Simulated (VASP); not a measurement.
Computed with PBEsol GGA, VASP's PBE PAW potentials (set 64) (plane waves; VASP 6.6.1).

A VASP calculation is set up with these files.

### POSCAR
```
CuI
1
    0.0000000000     2.9685087804     2.9685087804
    3.0130364121     0.0000000000     2.9685087804
    3.0130364121     2.9685087804     0.0000000000
Cu I
1 1
Direct
  0.0000000000   0.0000000000   0.0000000000
  0.2500000000   0.2500000000   0.2500000000
```

INCAR:
```
SYSTEM = CuI
PREC = Accurate
ENCUT = 480
EDIFF = 1E-7
NELM = 100
ALGO = Normal
LREAL = .FALSE.
LASPH = .TRUE.
ISMEAR = 0
SIGMA = 0.05
GGA = PS
LMAXMIX = 4
LWAVE = .FALSE.
LCHARG = .FALSE.
ISIF = 2
```

**KPOINTS**
```
Regular mesh
0
G
 8 8 8
```

POTCAR, in this order: Cu I (PBE.64 set). Program: vasp_std.

Problem. What will the output report for the number of irreducible k-points (NKPTS), number of bands (NBANDS), largest plane-wave count, number of space-group operations, FFT grid (NGX, NGY, NGZ)?

Solution. 
```
Quantity                                       Value
--------------------------------------  ------------
number of irreducible k-points (NKPTS)            59
number of bands (NBANDS)                          13
largest plane-wave count                        1287
number of space-group operations                   8
FFT grid (NGX, NGY, NGZ)                30 × 30 × 30
```

The compound is CuI in the zinc blende structure. This cell was strained or had an atom moved on purpose.
